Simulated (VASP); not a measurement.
An input for Ansatz (written as the equivalent of a VASP run, and not itself run):

Ansatz 0.2 input:
```yaml
crystal:
  lattice:
    - [0.0000000, 3.5000000, 3.5000000]
    - [3.5000000, 0.0000000, 3.5000000]
    - [3.5000000, 3.5000000, 0.0000000]
  atoms:
    - { symbol: Ba, position: [0.0000000, 0.0000000, 0.0000000] }
    - { symbol: Te, position: [0.5000000, 0.5000000, 0.5000000] }
kpoints:
  mp_grid: { grid: [6, 6, 6] }
hamiltonian:
  xc: revpbe
  pseudopotentials: { kind: paw }
scf:
  occupations: { method: gaussian, width: 0.05 }
  max_iter: 100
relax:
  max_steps: 60
  f_tol: 0.01
  cell: {}
output: { forces: true, stress: true, eigenvalues: true }
```

### Question
Write the VASP files for the same calculation (revPBE).

### Answer
One answer among several that fit: 
File KPOINTS:
```
Automatic mesh
0
Gamma
6 6 6
0 0 0
```

INCAR:
```
ALGO = Normal
EDIFF = 1E-6
EDIFFG = -0.01
ENCUT = 520
GGA = RE
IBRION = 2
ISIF = 3
ISMEAR = 0
LASPH = T
LCHARG = F
LMAXMIX = 4
LREAL = F
LWAVE = F
NELM = 100
NSW = 60
PREC = Accurate
SIGMA = 0.05
SYSTEM = BaTe
```

POSCAR:
```
BaTe
1
    0.0000000000     3.5000000000     3.5000000000
    3.5000000000     0.0000000000     3.5000000000
    3.5000000000     3.5000000000     0.0000000000
Ba Te
1 1
Direct
  0.0000000000   0.0000000000   0.0000000000
  0.5000000000   0.5000000000   0.5000000000
```

POTCAR, in this order: Ba_sv Te (PBE.64 set). Program: vasp_std.

What does not carry over: each code has its own PAW files, so the cut-off isn't converted (ENCUT is set for VASP's; basis.ecutwfc is left out, and Ansatz then takes the one that its files recommend); Ansatz stops its SCF on the density residual and VASP on the energy change (EDIFF).

The compound is BaTe in the rock salt structure. This run relaxes it. Symmetry was kept, so distortions that lower it aren't found.
